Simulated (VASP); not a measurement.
Level of theory: r2SCAN meta-GGA, VASP's PBE PAW potentials (set 64) (plane waves; VASP 6.6.1).

VASP ran on this input.

**POSCAR**
```
PbSe
1
    0.0000000000     3.0572856820     3.0572856820
    3.0572856820     0.0000000000     3.0572856820
    3.0572856820     3.0572856820     0.0000000000
Pb Se
1 1
Direct
  0.0000000000   0.0000000000   0.0000000000
  0.5000000000   0.5000000000   0.5000000000
```

INCAR:
```
SYSTEM = PbSe
PREC = Accurate
ENCUT = 520
EDIFF = 1E-7
NELM = 100
ALGO = Normal
LREAL = .FALSE.
LASPH = .TRUE.
ISMEAR = 0
SIGMA = 0.05
METAGGA = R2SCAN
LMIXTAU = .TRUE.
LMAXMIX = 4
LWAVE = .FALSE.
LCHARG = .FALSE.
ISIF = 2
```

### KPOINTS
```
Automatic
0
gamma
7 7 7
0 0 0
```

POTCAR, in this order: Pb_d Se (PBE.64 set). Program: vasp_std.

Output of the run:

### OSZICAR
```
       N       E                     dE             d eps       ncg     rms          rms(c)
DAV:   1     0.982169027588E+02    0.98217E+02   -0.10113E+04   560   0.152E+03
DAV:   2    -0.639682443562E+02   -0.16219E+03   -0.15737E+03   584   0.362E+02
DAV:   3    -0.763684614950E+02   -0.12400E+02   -0.12099E+02   734   0.105E+02
DAV:   4    -0.766537147386E+02   -0.28525E+00   -0.28514E+00   614   0.193E+01
DAV:   5    -0.766643393179E+02   -0.10625E-01   -0.10624E-01   776   0.363E+00    0.303E+00
DAV:   6    -0.717140699484E+02    0.49503E+01   -0.25465E+00   674   0.314E+01    0.226E+00
DAV:   7    -0.718280037223E+02   -0.11393E+00   -0.83210E-01   560   0.114E+01    0.125E+00
DAV:   8    -0.717916326753E+02    0.36371E-01   -0.80086E-01   560   0.654E+00    0.599E-01
DAV:   9    -0.719086109673E+02   -0.11698E+00   -0.11153E-01   560   0.285E+00    0.427E-01
DAV:  10    -0.719092686477E+02   -0.65768E-03   -0.43945E-02   650   0.176E+00    0.943E-02
DAV:  11    -0.719249941588E+02   -0.15726E-01   -0.46073E-02   560   0.199E+00    0.987E-02
DAV:  12    -0.719280221190E+02   -0.30280E-02   -0.11678E-03   620   0.326E-01    0.651E-02
DAV:  13    -0.719290081469E+02   -0.98603E-03   -0.50541E-04   662   0.284E-01    0.330E-02
DAV:  14    -0.719304527373E+02   -0.14446E-02   -0.17481E-03   560   0.412E-01    0.171E-02
DAV:  15    -0.719304478553E+02    0.48820E-05   -0.38918E-05   662   0.802E-02    0.902E-03
DAV:  16    -0.719304668708E+02   -0.19016E-04   -0.29775E-05   602   0.824E-02    0.767E-03
DAV:  17    -0.719304677462E+02   -0.87537E-06   -0.51378E-06   608   0.171E-02    0.186E-03
DAV:  18    -0.719304671635E+02    0.58266E-06   -0.12682E-06   560   0.112E-02    0.135E-03
DAV:  19    -0.719304672976E+02   -0.13409E-06   -0.54064E-08   382   0.419E-03    0.917E-04
DAV:  20    -0.719304676664E+02   -0.36880E-06   -0.33746E-07   508   0.635E-03    0.145E-04
DAV:  21    -0.719304676669E+02   -0.51477E-09   -0.33481E-08   298   0.213E-03
   1 F= -.71930468E+02 E0= -.71930468E+02  d E =-.895570E-15
```

**OUTCAR**
```
------------------------ aborting loop because EDIFF is reached ----------------------------------------
  FORCE on cell =-STRESS in cart. coord.  units (eV):
  Direction    XX          YY          ZZ          XY          YZ          ZX
  --------------------------------------------------------------------------------------
  Total        0.6001369      0.6001369      0.6001369      0.0000000      0.0000000     -0.0000000
  in kB       16.8237527     16.8237527     16.8237527      0.0000000      0.0000000     -0.0000000
  external PRESSURE =      16.8237527 kB  Pullay stress =       0.0000000 kB
  volume of cell :       57.15
      direct lattice vectors                 reciprocal lattice vectors
     0.000000000  3.057285682  3.057285682    -0.163543761  0.163543761  0.163543761
     3.057285682  0.000000000  3.057285682     0.163543761 -0.163543761  0.163543761
     3.057285682  3.057285682  0.000000000     0.163543761  0.163543761 -0.163543761
  FREE ENERGIE OF THE ION-ELECTRON SYSTEM (eV)
  ---------------------------------------------------
  free  energy   TOTEN  =       -71.9304676669 eV

  energy  without entropy=      -71.9304676669  energy(sigma->0) =      -71.93046767
```
(Selected blocks of OUTCAR.)

The compound is PbSe in the rock salt structure. This cell is one point of a volume scan, at 0.97 of the reference volume.
